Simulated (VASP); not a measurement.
# TmGa3Hg3As2N4 (P1) in VASP: runs at scaled volumes

Single points of TmGa3Hg3As2N4 at other volumes, in PBE.

Everything below comes from runs of VASP 6.6.1. Logs are shortened: lines on timing, memory, paths and dates and some standing lists are left out, and cuts for length are marked.

### 1 The undisturbed crystal

The typed cell holds 13 atoms: a = 3.214 Å, b = 8.382 Å, c = 9.823 Å, α = 85.10°, β = 81.21°, γ = 79.91°.

The cell was built by a generator and needn't be a form met in nature.

### 2 Equation of state, PBE, collinear spin, ferromagnetic start, 18.98 Å³/atom (volume scaled by 0.96)

Input file INCAR:

```
SYSTEM = TmGa3Hg3As2N4
PREC = Accurate
ENCUT = 520
EDIFF = 1E-7
ISMEAR = -1
SIGMA = 0.05
LREAL = .False.
LASPH = .True.
NELM = 150
ALGO = Normal
ISIF = 2
LWAVE = .False.
LCHARG = .False.
ISPIN = 2
MAGMOM = 2 0 0 0 0 0 0 0 0 0 0 0 0
LORBIT = 11
LMAXMIX = 6
GGA = PE
NBANDS = 80
KPAR = 4
```

Input file KPOINTS:

```
Automatic mesh
0
Gamma
  9 4 3
  0 0 0
```

Input file POSCAR:

```
TmGa3Hg3As2N4
1.0
    3.1703156216     -0.0027818872      0.0222452329
    1.4560220141      8.1392988980     -0.0036795884
    1.4138497877      0.5916738712      9.5680446066
Tm Ga Hg As N
1 3 3 2 4
Direct
    0.7546000000      0.9388600000      0.0431400000
    0.0359900000      0.3179100000      0.0616500000
    0.9632900000      0.6929900000      0.8500900000
    0.6331500000      0.3447000000      0.8242500000
    0.8564800000      0.3077700000      0.4139800000
    0.3131100000      0.6319400000      0.2308600000
    0.0558400000      0.7879300000      0.5856300000
    0.1409000000      0.9215000000      0.3096200000
    0.7997300000      0.1513900000      0.6413300000
    0.0558900000      0.4612700000      0.8753600000
    0.9047600000      0.4389500000      0.2220600000
    0.3717200000      0.8030200000      0.9356800000
    0.6145600000      0.2017700000      0.0063400000
```

Potentials or basis: VASP PAW PBE potentials, release 64 (Tm, Ga_d, Hg, As, N).

Started as:

```bash
cat potpaw_PBE.64/Tm/POTCAR potpaw_PBE.64/Ga_d/POTCAR potpaw_PBE.64/Hg/POTCAR potpaw_PBE.64/As/POTCAR potpaw_PBE.64/N/POTCAR > POTCAR
mpirun -np 4 vasp_std > vasp.out
```

OUTCAR:

```text
SYSTEM = TmGa3Hg3As2N4
   PREC = Accurate
   ENCUT = 520
   EDIFF = 1E-7
   ISMEAR = -1
   LREAL = .False.
   LASPH = .True.
   NELM = 150
   ISIF = 2
   ISPIN = 2
   LORBIT = 11
   GGA = PE

 Found     55 irreducible k-points:

 Following reciprocal coordinates:
            Coordinates               Weight
  0.000000  0.000000  0.000000      1.000000
  0.111111  0.000000 -0.000000      2.000000
  0.222222  0.000000  0.000000      2.000000
  0.333333  0.000000  0.000000      2.000000
  0.444444  0.000000  0.000000      2.000000
 -0.000000  0.250000  0.000000      2.000000
   k-points           NKPTS =     55   k-points in BZ     NKDIM =     55   number of bands    NBANDS=     80
   number of dos      NEDOS =    301   number of ions     NIONS =     13
   total plane-waves  NPLWV = 110592
   dimension x,y,z NGX =    24 NGY =   64 NGZ =   72
   dimension x,y,z NGXF=    48 NGYF=  128 NGZF=  144
   ions per type =               1   3   3   2   4
   NGX,Y,Z   is equivalent  to a cutoff of  12.58, 12.87, 12.35 a.u.
   NGXF,Y,Z  is equivalent  to a cutoff of  25.17, 25.74, 24.71 a.u.
 SYSTEM =  TmGa3Hg3As2N4
   PREC   = accura    normal or accurate (medium, high low for compatibility)
   ISTART =      0    job   : 0-new  1-cont  2-samecut
   ICHARG =      2    charge: 1-file 2-atom 10-const
   ISPIN  =      2    spin polarized calculation?
   LNONCOLLINEAR =      F non collinear calculations
   LSORBIT =      F    spin-orbit coupling
   LASPH  =      T    aspherical Exc in radial PAW
   ENCUT  =  520.0 eV  38.22 Ry    6.18 a.u.   5.89 15.37 18.02*2*pi/ulx,y,z
   NELM   =    150;   NELMIN=  2; NELMDL= -5     # of ELM steps
   EDIFF  = 0.1E-06   stopping-criterion for ELM
   LREAL  =      F    real-space projection
   EDIFFG = 0.1E-05   stopping-criterion for IOM
   NSW    =      0    number of steps for IOM
   IBRION =     -1    ionic relax: 0-MD 1-quasi-New 2-CG
   NFREE  =      0    steps in history (QN), initial steepest desc. (CG)
   ISIF   =      2    stress and relaxation
   ISYM   =      2    0-nonsym 1-usesym 2-fastsym
   POTIM  = 0.5000    time-step for ionic-motion
   TEBEG  =    0.0;   TEEND  =   0.0 temperature during run
   PSTRESS=    0.0 pullay stress
   NELECT =     128.0000    total number of electrons
   NUPDOWN=      -1.0000    fix difference up-down
   EMIN   =  10.00;   EMAX   =-10.00  energy-range for DOS
   EFERMI =   0.00;   METHOD = LEGACY
   ISMEAR =    -1;   SIGMA  =   0.05  broadening in eV -4-tet -1-fermi 0-gaus
   EFERMI_NEDOS =   21; number of points for ismear=-14 and -15
   IALGO  =     38    algorithm
   IMIX   =      4    mixing-type and parameters
     AMIX     =   0.40;   BMIX     =  1.00
     AMIX_MAG =   1.60;   BMIX_MAG =  1.00
  volume/ion in A,a.u.               =      18.98       128.06
  Fermi-wavevector in a.u.,A,eV,Ry     =   1.315485  2.485907 23.544909  1.730502
  Thomas-Fermi vector in A             =   2.445665
   LORBIT       =     11    0 simple, 1 ext, 2 COOP (PROOUT), +10 PAW based schemes
   GGA     = PE    functional components
   LHFCALC =     F    Hartree Fock is set to
   AEXX    =    0.0000 exact exchange contribution
   IVDW    =     0    specifies the selected vdW correction
   LEPSILON=     F    determine dielectric tensor
   LRPA    =     F    only Hartree local field effects (RPA)
 spin polarized calculation
  energy-cutoff  :      520.00
  volume of cell :      246.70
 maximum number of plane-waves:      6673
   NGX = 11   NGY = 31   NGZ = 37

 number of electron     128.0000003 magnetization       1.7616785

 Free energy of the ion-electron system (eV)
  ---------------------------------------------------
  ext. energy  EPLUGINS =         0.00000000
  ---------------------------------------------------
  free energy    TOTEN  =       -56.19161948 eV

  energy without entropy =      -56.11002093  energy(sigma->0) =      -56.15082020

 E-fermi :   2.8844     XC(G=0): -10.0779

 val. band max:        2.8842296273   @ k =   0.4444   0.0000   0.3333
 cond. band min:       2.8863521731   @ k =  -0.2222   0.2500   0.0000
 fundamental gap:      0.0021225458
 Fermi energy:         2.8843693722

 spin component 1

 k-point     1 :       0.0000    0.0000    0.0000
  band No.  band energies     occupation
      1     -47.1991      1.00000
      2     -20.5375      1.00000
      3     -20.4074      1.00000
      4     -19.9090      1.00000
      5     -13.0837      1.00000
      6     -12.4631      1.00000
[... 68 lines left out ...]
     75       7.6573      0.00000
     76       8.1356      0.00000

 k-point     2 :       0.1111    0.0000   -0.0000
  band No.  band energies     occupation
      1     -47.1933      1.00000
      2     -20.5184      1.00000
      3     -20.3944      1.00000
      4     -20.0218      1.00000
      5     -13.0342      1.00000
      6     -12.4239      1.00000
[... 68 lines left out ...]
     75       7.8144      0.00000
     76       8.4180      0.00000

 k-point     3 :       0.2222    0.0000    0.0000
  band No.  band energies     occupation
      1     -47.1785      1.00000
      2     -20.4797      1.00000
      3     -20.3627      1.00000
      4     -20.2833      1.00000
      5     -12.9247      1.00000
      6     -12.3268      1.00000
[... 68 lines left out ...]
     75       8.0616      0.00000
     76       8.5574      0.00000

 k-point     4 :       0.3333    0.0000    0.0000
  band No.  band energies     occupation
      1     -47.1617      1.00000
      2     -20.6230      1.00000
      3     -20.3846      1.00000
      4     -20.3157      1.00000
      5     -12.8291      1.00000
      6     -12.2319      1.00000
[... 68 lines left out ...]
     75       7.9128      0.00000
     76       8.1430      0.00000

 k-point     5 :       0.4444    0.0000    0.0000
  band No.  band energies     occupation
      1     -47.1506      1.00000
      2     -20.8002      1.00000
      3     -20.3556      1.00000
      4     -20.2865      1.00000
      5     -12.7821      1.00000
      6     -12.1903      1.00000
[... 68 lines left out ...]
     75       7.6628      0.00000
     76       7.9976      0.00000

 k-point     6 :      -0.0000    0.2500    0.0000
  band No.  band energies     occupation
      1     -47.1991      1.00000
      2     -20.5376      1.00000
      3     -20.4074      1.00000
      4     -19.9090      1.00000
      5     -13.0756      1.00000
      6     -12.4591      1.00000
[... 68 lines left out ...]
     75       7.8779      0.00000
     76       8.3211      0.00000

 [... further k-points ...]

 spin component 2

 k-point     1 :       0.0000    0.0000    0.0000
  band No.  band energies     occupation
      1     -46.4918      1.00000
      2     -20.0681      1.00000
      3     -19.9319      1.00000
      4     -19.4378      1.00000
      5     -13.0706      1.00000
      6     -12.4794      1.00000
[... 68 lines left out ...]
     75       7.6928      0.00000
     76       8.1878      0.00000

 k-point     2 :       0.1111    0.0000   -0.0000
  band No.  band energies     occupation
      1     -46.4856      1.00000
      2     -20.0474      1.00000
      3     -19.9185      1.00000
      4     -19.5563      1.00000
      5     -13.0214      1.00000
      6     -12.4391      1.00000
[... 68 lines left out ...]
     75       7.8490      0.00000
     76       8.4787      0.00000

 k-point     3 :       0.2222    0.0000    0.0000
  band No.  band energies     occupation
      1     -46.4700      1.00000
      2     -20.0101      1.00000
      3     -19.8849      1.00000
      4     -19.8267      1.00000
      5     -12.9128      1.00000
      6     -12.3362      1.00000
[... 68 lines left out ...]
     75       8.1048      0.00000
     76       8.6133      0.00000

 k-point     4 :       0.3333    0.0000    0.0000
  band No.  band energies     occupation
      1     -46.4522      1.00000
      2     -20.1878      1.00000
      3     -19.8972      1.00000
      4     -19.8413      1.00000
      5     -12.8182      1.00000
      6     -12.2259      1.00000
[... 68 lines left out ...]
     75       7.9441      0.00000
     76       8.2012      0.00000

 k-point     5 :       0.4444    0.0000    0.0000
  band No.  band energies     occupation
      1     -46.4405      1.00000
      2     -20.3739      1.00000
      3     -19.8628      1.00000
      4     -19.8120      1.00000
      5     -12.7719      1.00000
      6     -12.1709      1.00000
[... 68 lines left out ...]
     75       7.6883      0.00000
     76       8.0534      0.00000

 k-point     6 :      -0.0000    0.2500    0.0000
  band No.  band energies     occupation
      1     -46.4918      1.00000
      2     -20.0682      1.00000
      3     -19.9320      1.00000
      4     -19.4378      1.00000
      5     -13.0626      1.00000
      6     -12.4749      1.00000
[... 68 lines left out ...]
     75       7.8991      0.00000
     76       8.3598      0.00000

 [... further k-points ...]

 [bands above 76 left out]

------------------------ aborting loop because EDIFF is reached ----------------------------------------

  FORCE on cell =-STRESS in cart. coord.  units (eV):
  Direction    XX          YY          ZZ          XY          YZ          ZX
  --------------------------------------------------------------------------------------
  -------------------------------------------------------------------------------------
  Total        6.2060882      8.7160587      6.9536106     -0.0896659      0.2210109      0.0384575
  in kB       40.3043771     56.6049510     45.1590332     -0.5823195      1.4353174      0.2497554
  external PRESSURE =      47.3561204 kB  Pullay stress =       0.0000000 kB

 VOLUME and BASIS-vectors are now :
 -----------------------------------------------------------------------------
  energy-cutoff  :      520.00
  volume of cell :      246.70
      direct lattice vectors                 reciprocal lattice vectors
     3.170315622 -0.002781887  0.022245233     0.315679238 -0.056490702 -0.043153953
     1.456022014  8.139298898 -0.003679588     0.000161242  0.122828416 -0.007619356
     1.413849788  0.591673871  9.568044607    -0.000733877  0.000178574  0.104611964

 POSITION                                       TOTAL-FORCE (eV/Angst)
 -----------------------------------------------------------------------------------
      3.82031      7.66509      0.42610         0.113461     -0.107531      0.417750
      0.66415      2.62394      0.58950         0.010275     -0.162795      0.004121
      5.26484      6.14075      8.15258        -0.005942      0.175458      0.015157
      3.67454      3.29154      7.89928        -0.002003     -0.042436     -0.147708
      3.74874      2.74759      3.97890        -0.009602     -0.128763      0.201609
      2.23918      5.27927      2.21352        -0.005289      0.218806     -0.045980
      2.15227      6.75954      5.60168         0.005935     -0.014523     -0.208671
      2.22618      7.68317      2.96220         0.003075      0.292464      0.368496
      3.66257      1.60944      6.15351        -0.016058     -0.305635      0.143142
      2.08644      4.27219      8.37503        -0.007312      0.072818     -0.107839
      3.82146      3.70162      2.14319         0.019181      0.025088     -0.136903
      3.67060      7.08860      8.95794        -0.047513     -0.558692     -0.444742
      2.25109      1.64431      0.07359        -0.058209      0.535741     -0.058432
 -----------------------------------------------------------------------------------
    total drift:                                0.001362      0.000953     -0.001938

  FREE ENERGIE OF THE ION-ELECTRON SYSTEM (eV)
  ---------------------------------------------------
  free  energy   TOTEN  =       -56.1916194752 eV

  energy  without entropy=      -56.1100209254  energy(sigma->0) =      -56.15082020

 total charge

# of ion       s       p       d       f       tot
--------------------------------------------------
    1        2.159   6.057   0.684  12.312  21.212
    2        0.802   0.880  10.185   0.000  11.867
    3        0.812   0.826  10.109   0.000  11.747
    4        0.829   0.865  10.131   0.000  11.825
    5        0.871   0.400   9.305   0.000  10.576
    6        0.779   0.439   9.348   0.000  10.566
    7        0.918   0.255   9.312   0.000  10.486
    8        1.269   1.410   0.027   0.000   2.706
    9        1.275   1.402   0.030   0.000   2.707
   10        1.238   2.504   0.000   0.000   3.742
   11        1.258   2.382   0.000   0.000   3.640
   12        1.254   2.414   0.000   0.000   3.668
   13        1.248   2.495   0.000   0.000   3.743
--------------------------------------------------
tot         14.712  22.329  59.132  12.312 108.485

 magnetization (x)

# of ion       s       p       d       f       tot
--------------------------------------------------
    1        0.002  -0.016   0.004   1.623   1.613
    2        0.001   0.003   0.000   0.000   0.004
    3       -0.000   0.003   0.004   0.000   0.006
    4       -0.000   0.002   0.001   0.000   0.003
    5        0.000   0.001  -0.001   0.000   0.000
    6        0.003  -0.000  -0.007   0.000  -0.004
    7        0.003   0.005   0.001   0.000   0.009
    8       -0.000   0.012  -0.000   0.000   0.011
    9        0.001   0.012   0.000   0.000   0.013
   10        0.001   0.010   0.000   0.000   0.011
   11       -0.002  -0.053   0.000   0.000  -0.054
   12        0.002   0.067   0.000   0.000   0.069
   13        0.000   0.016   0.000   0.000   0.016
--------------------------------------------------
tot          0.010   0.061   0.002   1.623   1.696
```

It took 78 min on 4 MPI ranks of Intel Xeon Platinum 8559C (Emerald Rapids), shared host; peak memory 1.6 GiB.

What came out:

```
Free energy                                           : -56.1916 eV
Pressure                                              : 4.7 GPa
Largest force                                         : 0.716 eV/Å
Band gap on the k mesh                                : none (metal or under the smearing width)
Net moment                                            : 1.76 μB per cell
Site moments                                          : Tm +1.61; Ga +0.00, +0.01; Hg +0.00, -0.00, +0.01; As +0.01; N +0.01, -0.05, +0.07, +0.02 μB
Valence electrons inside the program's atomic spheres : Tm 21.21; Ga 11.87, 11.75, 11.82; Hg 10.58, 10.57, 10.49; As 2.71; N 3.74, 3.64, 3.67
```

Caveat: the magnetic or orbital state may not be the lowest; without U or exact exchange the open f shell lies at the Fermi level, which spoils levels, moments and volumes.
